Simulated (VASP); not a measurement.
An input for Ansatz (written as the equivalent of a VASP run, and not itself run):

Ansatz 0.2 input:
```yaml
crystal:
  lattice:
    - [3.8834991, -2.1647586, -0.0303915]
    - [3.8834991, 2.1647586, -0.0303915]
    - [2.7046630, 0.0000000, 3.5289467]
  atoms:
    - { symbol: Sb, position: [0.2360500, 0.2360500, 0.2360500] }
    - { symbol: Sb, position: [0.7639500, 0.7639500, 0.7639500] }
kpoints:
  mp_grid: { grid: [8, 8, 8] }
hamiltonian:
  xc: pbe
  dispersion: d3bj
  pseudopotentials: { kind: paw }
scf:
  occupations: { method: tetrahedron }
  max_iter: 100
output: { forces: true, stress: true, eigenvalues: true }
```

Q: Write the VASP files for the same calculation (PBE-D3(BJ)).

A: Several could match; the one computed here: 
**POSCAR**
```
Sb
4.4461970
  0.8734428729  -0.4868786855  -0.0068353899
  0.8734428729   0.4868786855  -0.0068353899
  0.6083093018   0.0000000000   0.7937000356
Sb
2
Direct
  0.2360499600   0.2360499600   0.2360499600
  0.7639500400   0.7639500400   0.7639500400
```

### KPOINTS
```
Automatic mesh
0
Gamma
  8 8 8
0 0 0
```

INCAR:
```
! general
SYSTEM  = Sb
PREC    = Accurate
ENCUT   = 520   ! plane-wave cut-off (eV)
LREAL   = F   ! projection in real space or not
LASPH   = T   ! aspherical one-centre terms

! electronic loop
EDIFF   = 1E-7   ! SCF stop (eV)
NELM    = 100
ALGO    = Normal
LMAXMIX = 4

! smearing
ISMEAR  = -5   ! tetrahedra, Bloechl

! functional
GGA     = PE   ! PBE
IVDW    = 12

! ions
ISIF    = 2   ! forces and stress, cell fixed

! output
LWAVE   = F
LCHARG  = T
LORBIT  = 11   ! lm-projected
NEDOS   = 601
```

POTCAR, in this order: Sb (PBE.64 set). Program: vasp_std.

The two are equivalent in intent, not identical: each code has its own PAW files, so the cut-off isn't converted (ENCUT is set for VASP's; basis.ecutwfc is left out, and Ansatz then takes the one that its files recommend); Ansatz stops its SCF on the density residual and VASP on the energy change (EDIFF).

The compound is Sb in the a7 structure. It was relaxed first.
